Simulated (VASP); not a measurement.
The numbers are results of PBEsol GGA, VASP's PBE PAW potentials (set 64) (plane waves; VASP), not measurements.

A VASP calculation is set up with these files.

KPOINTS:
```
Automatic
0
G
  4 4 4
0 0 0
```

INCAR:
```
# general
SYSTEM  = CsSrF3
PREC    = Accurate
ENCUT   = 400   # plane-wave cut-off (eV)
LREAL   = .FALSE.
LASPH   = .TRUE.

# electronic loop
EDIFF   = 1E-6   # SCF stop (eV)
NELM    = 100
ALGO    = Normal
LMAXMIX = 4

# smearing
ISMEAR  = -1
SIGMA   = 0.02

# functional
GGA     = PS   # PBEsol

# ions
ISIF    = 2

# output
LWAVE   = .FALSE.
LCHARG  = .FALSE.
```

File POSCAR:
```
CsSrF3
4.763250
  1.0000000000   0.0000000000   0.0000000000
  0.0000000000   1.0000000000   0.0000000000
  0.0000000000   0.0000000000   1.0000000000
Cs Sr F
1 1 3
Cart
  0.0000000000   0.0000000000   0.0000000000
  0.5000000000   0.5000000000   0.5000000000
  0.0000000000   0.5000000000   0.5000000000
  0.5000000000   0.0000000000   0.5000000000
  0.5000000000   0.5000000000   0.0000000000
```

POTCAR, in this order: Cs_sv Sr_sv F (PBE.64 set). Program: vasp_std.

The resulting files:

**OUTCAR**
```
 ion  position               nearest neighbor table
   1  0.000  0.000  0.000-   2 4.13   2 4.13   2 4.13   2 4.13   2 4.13   2 4.13   2 4.13   2 4.13
  LATTYP: Found a simple cubic cell.
 ALAT       =     4.7632500000
 Subroutine PRICEL returns:
 Original cell was already a primitive cell.
 Subroutine GETGRP returns: Found 48 space group operations
The static configuration has the point symmetry O_h .
The dynamic configuration has the point symmetry O_h .
 Subroutine INISYM returns: Found 48 space group operations
 Subroutine IBZKPT returns following result:
 Found     10 irreducible k-points:

 Following reciprocal coordinates:
            Coordinates               Weight
  0.000000  0.000000  0.000000      1.000000
  0.250000  0.000000  0.000000      6.000000
  0.500000  0.000000  0.000000      3.000000
  0.250000  0.250000  0.000000     12.000000
  0.500000  0.250000  0.000000     12.000000
  0.500000  0.500000  0.000000      3.000000
  0.250000  0.250000  0.250000      8.000000
  0.500000  0.250000  0.250000     12.000000
  0.500000  0.500000  0.250000      6.000000
  0.500000  0.500000  0.500000      1.000000
...
```

OSZICAR:
```
       N       E                     dE             d eps       ncg     rms          rms(c)
DAV:   1     0.266861558799E+03    0.26686E+03   -0.18928E+04   480   0.127E+03
DAV:   2    -0.117503116935E+02   -0.27861E+03   -0.27597E+03   616   0.308E+02
DAV:   3    -0.280508272706E+02   -0.16301E+02   -0.16287E+02   664   0.821E+01
DAV:   4    -0.286441125849E+02   -0.59329E+00   -0.59276E+00   728   0.986E+00
DAV:   5    -0.286525806955E+02   -0.84681E-02   -0.84679E-02   600   0.894E-01    0.215E+01
DAV:   6    -0.258941224977E+02    0.27585E+01   -0.11357E+01   544   0.260E+01    0.181E+01
DAV:   7    -0.258290815470E+02    0.65041E-01   -0.15487E+00   624   0.669E+00    0.839E+00
DAV:   8    -0.257621413072E+02    0.66940E-01   -0.21344E-01   592   0.359E+00    0.133E+00
DAV:   9    -0.257526242700E+02    0.95170E-02   -0.93090E-02   624   0.167E+00    0.485E-01
DAV:  10    -0.257530352498E+02   -0.41098E-03   -0.12558E-02   600   0.749E-01    0.244E-01
DAV:  11    -0.257531360142E+02   -0.10076E-03   -0.58877E-04   632   0.155E-01    0.382E-02
DAV:  12    -0.257531574668E+02   -0.21453E-04   -0.92588E-05   624   0.525E-02    0.127E-02
DAV:  13    -0.257531601504E+02   -0.26836E-05   -0.61295E-06   552   0.144E-02    0.222E-03
DAV:  14    -0.257531604228E+02   -0.27242E-06   -0.59303E-07   440   0.491E-03
   1 F= -.25753160E+02 E0= -.25753160E+02  d E =-.539120E-11
```

File OUTCAR:
```
------------------------ aborting loop because EDIFF is reached ----------------------------------------
  FORCE on cell =-STRESS in cart. coord.  units (eV):
  Direction    XX          YY          ZZ          XY          YZ          ZX
  --------------------------------------------------------------------------------------
  Total       -3.6894418     -3.6894418     -3.6894418      0.0000000      0.0000000     -0.0000000
  in kB      -54.6966995    -54.6966995    -54.6966995      0.0000000      0.0000000     -0.0000000
  external PRESSURE =     -54.6966995 kB  Pullay stress =       0.0000000 kB
  volume of cell :      108.07
      direct lattice vectors                 reciprocal lattice vectors
     4.763250000  0.000000000  0.000000000     0.209940692  0.000000000  0.000000000
     0.000000000  4.763250000  0.000000000     0.000000000  0.209940692  0.000000000
     0.000000000  0.000000000  4.763250000     0.000000000  0.000000000  0.209940692
 POSITION                                       TOTAL-FORCE (eV/Angst)
 -----------------------------------------------------------------------------------
      0.00000      0.00000      0.00000         0.000000      0.000000      0.000000
      2.38163      2.38163      2.38163         0.000000      0.000000      0.000000
      0.00000      2.38163      2.38163         0.000000      0.000000      0.000000
      2.38163      0.00000      2.38163         0.000000      0.000000      0.000000
      2.38163      2.38163      0.00000         0.000000      0.000000      0.000000
 -----------------------------------------------------------------------------------
    total drift:                                0.000000     -0.000000     -0.000000
  FREE ENERGIE OF THE ION-ELECTRON SYSTEM (eV)
  ---------------------------------------------------
  free  energy   TOTEN  =       -25.7531604228 eV

  energy  without entropy=      -25.7531604228  energy(sigma->0) =      -25.75316042
```
(Selected blocks of OUTCAR.)

At this cut-off the stress carries a Pulay error, which pulls relaxed volumes low.

The structure comes from a computed database's CsSrF3 entry; how it stands against other phases isn't given here. The cell was not relaxed at this level.
